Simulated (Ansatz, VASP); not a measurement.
## NiS in two plane-wave programs

One calculation is typed for both programs; each brings its own data sets. How far apart do they land? The cell is taken from a series of runs on this material, whose earlier steps may have relaxed, scaled, displaced or heated it; both programs get it as it stands.

Main program and level: Ansatz 0.2.0; plane waves, with VASP 6.6.1 beside it; single point at LDA, DFT+U.

**1. Set-up**

Symmetry: P6_3/mmc, No. 194, hexagonal system. Conventional cell: a = 3.425 Å, b = 3.425 Å, c = 5.340 Å, α = 90.00°, β = 90.00°, γ = 120.00°. Nearest to Ni lie 6 S at 2.39 Å and 2 Ni at 2.67 Å. Nearest to S lie 6 Ni at 2.39 Å. Farther neighbours and most contacts between anions are not listed.

**2. Ansatz: single point, LDA, DFT+U, pair 1**

Ansatz runs on its default PAW (the set named soft_2) files.

With cell and atoms fixed, the geometry can't cause a difference; cores, projectors, grids and the points listed under the comparison can.

The input, input.yaml:

```yaml
crystal:
  lattice:
    - [-3.425, 0.0, 0.0]
    - [0.0, 0.0, -5.34]
    - [0.0, -5.932274016, 0.0]
  atoms:
    - { symbol: Ni, position: [0.5, 0.0, 0.5], spin: 2.0 }
    - { symbol: Ni, position: [0.0, 0.0, 0.0], spin: 2.0 }
    - { symbol: Ni, position: [0.5, 0.5, 0.5], spin: 2.0 }
    - { symbol: Ni, position: [0.0, 0.5, 0.0], spin: 2.0 }
    - { symbol: S, position: [0.500000001, 0.75, 0.166666666] }
    - { symbol: S, position: [0.0, 0.75, 0.666666666] }
    - { symbol: S, position: [0.0, 0.25, 0.333333334] }
    - { symbol: S, position: [0.499999999, 0.25, 0.833333334] }
magnetization:
  spin_polarized: true
kpoints:
  mp_grid: { grid: [8, 5, 5] }
hamiltonian:
  xc: lda
  hubbard:
    sites:
      - { species: Ni, l: d, u_eff: 6.6 }
      - { site: 0, l: d, u_eff: 6.6, starting_ns: [{ spin: up, occupation_matrix: ni1_major }, { spin: down, occupation_matrix: ni1_minor }] }
      - { site: 1, l: d, u_eff: 6.6, starting_ns: [{ spin: up, occupation_matrix: ni1_major }, { spin: down, occupation_matrix: ni1_minor }] }
      - { site: 2, l: d, u_eff: 6.6, starting_ns: [{ spin: up, occupation_matrix: ni2_major }, { spin: down, occupation_matrix: ni2_minor }] }
      - { site: 3, l: d, u_eff: 6.6, starting_ns: [{ spin: up, occupation_matrix: ni2_major }, { spin: down, occupation_matrix: ni2_minor }] }
    projectors: ortho-atomic
    occupation_matrices:
      ni1_major:
        matrix:
          - [0.984, 0.0, 0.0, 0.001, 0.0]
          - [0.0, 0.937, -0.005, -0.004, -0.036]
          - [0.0, -0.005, 0.969, -0.012, -0.004]
          - [0.001, -0.004, -0.012, 0.977, -0.002]
          - [0.0, -0.036, -0.004, -0.002, 0.962]
      ni1_minor:
        matrix:
          - [0.978, 0.003, -0.012, -0.008, 0.003]
          - [0.003, 0.856, 0.061, 0.043, -0.089]
          - [-0.012, 0.061, 0.494, -0.357, 0.035]
          - [-0.008, 0.043, -0.357, 0.717, 0.027]
          - [0.003, -0.089, 0.035, 0.027, 0.92]
      ni2_major:
        matrix:
          - [0.984, 0.0, 0.0, -0.001, -0.001]
          - [0.0, 0.965, 0.011, -0.008, 0.015]
          - [0.0, 0.011, 0.941, 0.033, -0.008]
          - [-0.001, -0.008, 0.033, 0.963, 0.005]
          - [-0.001, 0.015, -0.008, 0.005, 0.975]
      ni2_minor:
        matrix:
          - [0.978, -0.012, -0.003, 0.002, 0.008]
          - [-0.012, 0.532, -0.126, 0.101, 0.324]
          - [-0.003, -0.126, 0.818, 0.122, 0.092]
          - [0.002, 0.101, 0.122, 0.892, -0.075]
          - [0.008, 0.324, 0.092, -0.075, 0.744]
scf:
  occupations: { method: fermi_dirac, width: 0.05 }
output:
  eigenvalues: true
```

Started as:

```sh
> ansatz run input.yaml --threads 4 --pin off --max-ram 8192MiB --backend cpu --events-out ev --progress --plain --runs-dir out
```

Numbers of over 12 decimals in the logs are rounded to 6 here.

The program printed:

```text
Warning: crystal.symmetry: narrowed to the stabiliser of the occupation matrices — unitary ops 16 → 4; lowered by the specified shells (site 0, l: d), (site 1, l: d), (site 2, l: d), (site 3, l: d); largest admitted image defect 4.4e-16, smallest excluded 2.5e-1 — at a splitting's scale: the group the occupation matrices' own texture admits
Engine: ansatz 0.2.0, aarch64-unknown-linux-gnu
Pseudopotentials: kind: paw
Pseudopotential: Ni, paw, valence charge 18, recommended cutoff 420 eV (normal), Ni.paw.azcp
Pseudopotential: S, paw, valence charge 6, recommended cutoff 420 eV (normal), S.paw.azcp
Functional definition: SPW92
  exchange = slater_x
  correlation = pw_c
Crystal: 8 atoms, lattice volume = 108.498 Å³
Basis set: ecut = 420 eV, 2157 PW (Γ)
Bands: 63, of which v1, the nominal top of the filled ones, is band 48 counted from 1 (47 counted from 0)
Symmetry: 4 space group operations
k-points: 101 of 200
Non-local potential: Ni, projectors of the file, l = 0: 3, l = 1: 2, l = 2: 3, l = 3: 1
Non-local potential: S, projectors of the file, l = 0: 2, l = 1: 2, l = 2: 2
PAW form: soft (Blöchl's): semilocal exchange-correlation on the pseudo side does not see the compensation charge
PAW frozen core: Ni, regenerated for the run's functional, and the local potential with it (the file was generated under x = pbe(κ = 0.804, μ = 0.219515), c = pbe(β = 0.066725))
PAW frozen core: S, regenerated for the run's functional, and the local potential with it (the file was generated under x = pbe(κ = 0.804, μ = 0.219515), c = pbe(β = 0.066725))
PAW one-centre angular grid: Ni, 590 points (default); XC on 64 Gauss nodes
PAW one-centre angular grid: S, 110 points (default); XC on 64 Gauss nodes
Initial density: superposition of atomic densities (chi_scale 0.1, normalization cell)
Starting moments: Σ|m| = 8 μB on 4 of 8 sites
Initial wavefunctions: pseudopotential atomic-orbital guess
Functional: x = slater, c = lda
SCF iter   1: F=—  HF=-26565.598912 eV  |F-HF|=—  |Δ(HF+E_count)|=         —  Δρ=1.71e-1 (↑3.22e-2 ↓1.71e-1)  dr2=1.67e1  dr2_m=9.43e0  M=3.424 μB ∫|m|=3.589 μB  β_m=0.30  ethr=3.10e-3  ⟨swp⟩=5.9  Hψ=47142  notcnv=0  defer=52
preconditioner: auto → Kerker (q_TF=auto, 2.673 Å⁻¹)  [metal: Δε(μ)=0.003 eV  Ē_g=11.435 eV  σ=0.050 eV  W_gap=0.02  n_scr=38 (ndim 8)  ℏωp=28.5 eV  f_vac=0.000  D(μ)=4.07/eV (n_scr^D=38)]
spin=Collinear: Kerker preconditioning applied to the charge; magnetization (m = ρ↑ − ρ↓) channel mixes plain (no charge-response kernel on spin).
SCF iter   2: F=—  HF=-26563.934970 eV  |F-HF|=—  |Δ(HF+E_count)|=    1.66e0  Δρ=8.01e-2 (↑4.87e-2 ↓8.01e-2)  dr2=1.50e0  dr2_m=3.54e0  M=3.902 μB ∫|m|=4.062 μB  β_m=0.30  ethr=3.10e-3  ⟨swp⟩=3.2  Hψ=25559  notcnv=0  defer=1428
SCF iter   3: F=—  HF=-26563.824098 eV  |F-HF|=—  |Δ(HF+E_count)|=   1.11e-1  Δρ=5.76e-2 (↑3.41e-2 ↓5.76e-2)  dr2=8.88e-1  dr2_m=1.85e0  M=3.878 μB ∫|m|=4.020 μB  β_m=0.30  ethr=1.56e-3  ⟨swp⟩=2.0  Hψ=14700  notcnv=0  defer=1430
SCF iter   4: F=—  HF=-26563.599236 eV  |F-HF|=—  |Δ(HF+E_count)|=   2.25e-1  Δρ=3.61e-2 (↑3.61e-2 ↓2.07e-2)  dr2=1.59e-1  dr2_m=7.77e-1  M=4.063 μB ∫|m|=4.160 μB  β_m=0.30  ethr=9.25e-4  ⟨swp⟩=2.3  Hψ=18295  notcnv=0  defer=1434
SCF iter   5: F=—  HF=-26563.694306 eV  |F-HF|=—  |Δ(HF+E_count)|=   9.51e-2  Δρ=2.29e-2 (↑2.29e-2 ↓1.94e-2)  dr2=2.71e-2  dr2_m=4.40e-1  M=4.002 μB ∫|m|=4.105 μB  β_m=0.30  ethr=1.66e-4  ⟨swp⟩=2.3  Hψ=19226  notcnv=0  defer=1606
SCF iter   6: F=—  HF=-26563.736254 eV  |F-HF|=—  |Δ(HF+E_count)|=   4.19e-2  Δρ=1.57e-2 (↑1.57e-2 ↓1.50e-2)  dr2=3.41e-3  dr2_m=2.33e-1  M=3.981 μB ∫|m|=4.089 μB  β_m=0.30  ethr=2.82e-5  ⟨swp⟩=2.0  Hψ=18954  notcnv=0  defer=1606
Mixer restart at iter 6: flushing history
spin-set hold released at iteration 6 (site moments contracting): the magnetisation degrees of freedom join the quasi-Newton model from the next iteration; the mixer history was flushed
SCF iter   7: F=—  HF=-26563.759130 eV  |F-HF|=—  |Δ(HF+E_count)|=   2.29e-2  Δρ=1.15e-2 (↑1.15e-2 ↓1.13e-2)  dr2=1.66e-3  dr2_m=1.29e-1  M=3.964 μB ∫|m|=4.071 μB  β_m=0.65  ethr=3.55e-6  ⟨swp⟩=2.2  Hψ=17395  notcnv=0  defer=1606
SCF iter   8: F=—  HF=-26563.787172 eV  |F-HF|=—  |Δ(HF+E_count)|=   2.80e-2  Δρ=1.36e-3 (↑7.75e-4 ↓1.36e-3)  dr2=1.88e-3  dr2_m=6.48e-4  M=3.892 μB ∫|m|=3.999 μB  β_m=0.82  ethr=1.73e-6  ⟨swp⟩=2.1  Hψ=22223  notcnv=0  defer=1606
SCF iter   9: F=—  HF=-26563.788777 eV  |F-HF|=—  |Δ(HF+E_count)|=   1.60e-3  Δρ=2.19e-3 (↑1.57e-3 ↓2.19e-3)  dr2=9.68e-3  dr2_m=3.67e-4  M=3.872 μB ∫|m|=3.981 μB  β_m=0.64  ethr=1.73e-6  ⟨swp⟩=2.0  Hψ=21563  notcnv=0  defer=1606  recentre
[...]
SCF iter  11: F=—  HF=-26563.788182 eV  |F-HF|=—  |Δ(HF+E_count)|=   3.31e-4  Δρ=2.07e-4 (↑1.26e-4 ↓2.07e-4)  dr2=7.61e-6  dr2_m=2.53e-5  M=3.837 μB ∫|m|=3.949 μB  β_m=0.91  ethr=3.32e-7  ⟨swp⟩=2.0  Hψ=16670  notcnv=0  defer=1606
SCF iter  12: F=—  HF=-26563.788295 eV  |F-HF|=—  |Δ(HF+E_count)|=   1.13e-4  Δρ=2.94e-4 (↑2.41e-4 ↓2.94e-4)  dr2=1.86e-4  dr2_m=2.79e-6  M=3.824 μB ∫|m|=3.939 μB  β_m=0.91  ethr=7.93e-9  ⟨swp⟩=3.0  Hψ=24207  notcnv=0  defer=1606
SCF iter  13: F=—  HF=-26563.788259 eV  |F-HF|=—  |Δ(HF+E_count)|=   3.57e-5  Δρ=1.23e-4 (↑4.53e-5 ↓1.23e-4)  dr2=1.46e-5  dr2_m=2.46e-6  M=3.821 μB ∫|m|=3.936 μB  β_m=0.96  ethr=7.93e-9  ⟨swp⟩=2.9  Hψ=22726  notcnv=0  defer=1606
SCF iter  14: F=—  HF=-26563.788265 eV  |F-HF|=—  |Δ(HF+E_count)|=   5.89e-6  Δρ=6.85e-5 (↑2.41e-5 ↓6.85e-5)  dr2=3.41e-6  dr2_m=1.25e-6  M=3.818 μB ∫|m|=3.933 μB  β_m=0.98  ethr=7.93e-9  ⟨swp⟩=2.0  Hψ=17029  notcnv=0  defer=1606
SCF iter  15: F=—  HF=-26563.788272 eV  |F-HF|=—  |Δ(HF+E_count)|=   7.08e-6  Δρ=7.87e-5 (↑2.39e-5 ↓7.87e-5)  dr2=6.13e-6  dr2_m=1.15e-6  M=3.818 μB ∫|m|=3.933 μB  β_m=0.99  ethr=3.55e-9  ⟨swp⟩=2.0  Hψ=20118  notcnv=0  defer=1606
SCF iter  16: F=—  HF=-26563.788280 eV  |F-HF|=—  |Δ(HF+E_count)|=   8.55e-6  Δρ=2.62e-5 (↑1.27e-5 ↓2.62e-5)  dr2=9.65e-7  dr2_m=1.82e-7  M=3.818 μB ∫|m|=3.933 μB  β_m=0.99  ethr=3.55e-9  ⟨swp⟩=2.2  Hψ=21141  notcnv=0  defer=1606
SCF iter  17: F=—  HF=-26563.788281 eV  |F-HF|=—  |Δ(HF+E_count)|=   1.07e-6  Δρ=2.35e-5 (↑1.05e-5 ↓2.35e-5)  dr2=8.94e-7  dr2_m=6.23e-8  M=3.819 μB ∫|m|=3.934 μB  β_m=1.00  ethr=1.00e-9  ⟨swp⟩=2.0  Hψ=19236  notcnv=0  defer=1606
SCF iter  18: F=—  HF=-26563.788282 eV  |F-HF|=—  |Δ(HF+E_count)|=   1.45e-7  Δρ=8.26e-6 (↑6.23e-6 ↓8.26e-6)  dr2=1.03e-7  dr2_m=1.26e-8  M=3.819 μB ∫|m|=3.934 μB  β_m=1.00  ethr=9.32e-10  ⟨swp⟩=2.0  Hψ=18853  notcnv=0  defer=1606
SCF iter  19: F=—  HF=-26563.788282 eV  |F-HF|=—  |Δ(HF+E_count)|=   4.97e-8  Δρ=9.42e-6 (↑3.38e-6 ↓9.42e-6)  dr2=1.06e-7  dr2_m=1.24e-8  M=3.819 μB ∫|m|=3.934 μB  β_m=1.00  ethr=1.04e-10  ⟨swp⟩=9.0  Hψ=49825  notcnv=0
SCF iter  20: F=-26563.788282 eV  HF=-26563.788282 eV  |F-HF|=2.40e-9  |Δ(HF+E_count)|=   2.94e-8  Δρ=4.13e-6 (↑1.31e-6 ↓4.13e-6)  dr2=8.79e-9  dr2_m=4.84e-9  M=3.819 μB ∫|m|=3.934 μB  ethr=1.04e-10  ⟨swp⟩=1.9  Hψ=29958  notcnv=0
SCF 1 converged in 20 iterations: F = -26563.788282 eV  dr2 = 8.79e-9
  greatest PAW one-centre occupation: 1.003 electrons in one spin orbital (limit 2), on the Ni atom at site 3 (counted from 0), in its partial waves of l = 1
SCF converged after 20 iterations
Magnetization: 3.8191 μB (49.9095 up, 46.0905 down)
Absolute magnetization: 3.9311 μB (∫|ρ↑−ρ↓|, with the PAW one-centre terms)
Spin contamination: 0.3036 ħ² per cell (⟨S²⟩ above its minimum at these occupations)
Per-site moments (μB) at R_I (Å): [(0.898672, 0.984176), (0.898672, 0.984176), (0.892794, 0.984176), (0.892794, 0.984176), (0.032580, 0.984176), (0.032580, 0.984176), (0.032580, 0.984176), (0.032580, 0.984176)]
Free energy (F): -26563.788282 eV
Harris-Foulkes:  -26563.788282 eV  (|F-HF|=2.40e-9)
Internal energy: -26563.754620 eV  (E = F + TS)
E sigma→0 (E₀):  -26563.771451 eV
Entropy (-TS):   -0.033662 eV (-4.208 meV/atom)
Fermi energy:    12.226669 eV
--- Per-component energies (eV) ---
  E_band       = -1475.252361
  E_kinetic    = 1566.172480
  E_local      = -18015.816990  (includes V_loc(G=0)·N_el)
  E_nonlocal   = 2715.351183
  E_hartree    = 7659.479868
  E_xc         = -720.555195
  E_vxc        = -785.312532  (∫ρ·V_xc dr)
  E_hubbard    = 7.220736  (on-site DFT+U / exact-exchange correction)
  E_vhub       = -101.620177  (the Hubbard potential's part of the band-sum identity)
  E_paw        = -8555.903535  (= ΣΔE_a)
  E_vpaw       = -2172.977441  (= ΣTr[D̂ρ^β])
  E_aug_tail   = 0.001612  (compensation charges beyond the density's cutoff)
  E_ewald      = -11222.054051
  E_core_change = 2.349272  (= ΣΔE_core)
  E_smearing   = -0.033662  (= −TS)
  E_closure    = -0.000000  (closes the sum)
  Σ components = -26563.788282   (vs F -26563.788282, Δ=0.00e0)
--- Specified on-site occupations, and those of the state reported ---
  electrons in the specified blocks: 35.1720 specified, 35.1702 found
  site 0 (l=d) ↓: largest change of an orbital's occupation 0.0085; electrons 3.9650 specified, 3.9628 found; spectral distance 0.0022
  site 1 (l=d) ↓: largest change of an orbital's occupation 0.0085; electrons 3.9650 specified, 3.9628 found; spectral distance 0.0022
  site 3 (l=d) ↓: largest change of an orbital's occupation 0.0056; electrons 3.9640 specified, 3.9665 found; spectral distance 0.0036
  site 2 (l=d) ↓: largest change of an orbital's occupation 0.0056; electrons 3.9640 specified, 3.9665 found; spectral distance 0.0036
  site 3 (l=d) ↑: largest change of an orbital's occupation 0.0023; electrons 4.8280 specified, 4.8270 found; spectral distance 0.0025
  site 2 (l=d) ↑: largest change of an orbital's occupation 0.0023; electrons 4.8280 specified, 4.8270 found; spectral distance 0.0025
  site 0 (l=d) ↑: largest change of an orbital's occupation 0.0012; electrons 4.8290 specified, 4.8287 found; spectral distance 0.0008
  site 1 (l=d) ↑: largest change of an orbital's occupation 0.0012; electrons 4.8290 specified, 4.8287 found; spectral distance 0.0008
--- Band table (eV; the first three rows and the last of 202) ---
  k-point 0 ↑: bands = [... 44 lower, 9.6110, 11.1867, 11.2006, 11.7865, 11.8934, 13.1290, 13.2340, 13.3589, ... 11 higher]
  k-point 1 ↑: bands = [... 44 lower, 9.7763, 10.5789, 11.0459, 11.9309, 12.0723, 12.5844, 13.1627, 13.3227, ... 11 higher]
  k-point 2 ↑: bands = [... 44 lower, 9.9501, 10.4701, 10.5915, 11.4967, 12.2449, 12.3246, 13.1493, 13.2323, ... 11 higher]
  k-point 100 ↓: bands = [... 44 lower, 10.8920, 10.9733, 13.0737, 13.4547, 13.9769, 14.0328, 14.7891, 15.2133, ... 11 higher]
Occupation matrices written to <dir>
```

[end of part 1 of 3]

[Lines on the potential files, build, host, timing and source positions are cut from VASP's logs without a mark.]

[Logs are printed without paths, hosts, clocks, repeated set-up lines and the standing remarks that a program may print on its own settings, such as how far it seeks lower states.]

[Hosts, paths, dates, database ids (printed as entryN), source tags and the programs' standing remarks are cut or masked in the printed files.]
